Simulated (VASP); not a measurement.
Here is the system:

```yaml
crystal:
  lattice:
    - [4.15960, 0.00000, 0.00000]
    - [0.00000, 4.15960, 0.00000]
    - [0.00000, 0.00000, 4.15960]
  atoms:
    - { symbol: Tl, position: [0.00000, 0.00000, 0.00000] }
    - { symbol: Br, position: [0.50000, 0.50000, 0.50000] }
```

The numbers are results of revPBE GGA, VASP's PBE PAW potentials (set 64) (plane waves; VASP), not measurements. Settings: 520 eV cut-off, Gaussian smearing of 0.050 eV, potentials Tl_d Br.

Unless said otherwise, spin-orbit coupling is left out, though it shifts the bands of the heavy elements here.

Problem. What does the run give for the band gap (along the path) with the smallest direct gap where there is one?

Solution. 
```
Item                                   Result
------------------------------------  -------
band gap (along the path)             2.29 eV
smallest direct gap (along the path)  2.29 eV
```

Only differences to runs with the same potentials and settings are physical.

The compound is TlBr in the CsCl type structure. It was relaxed first, which changed the volume by +13 %.
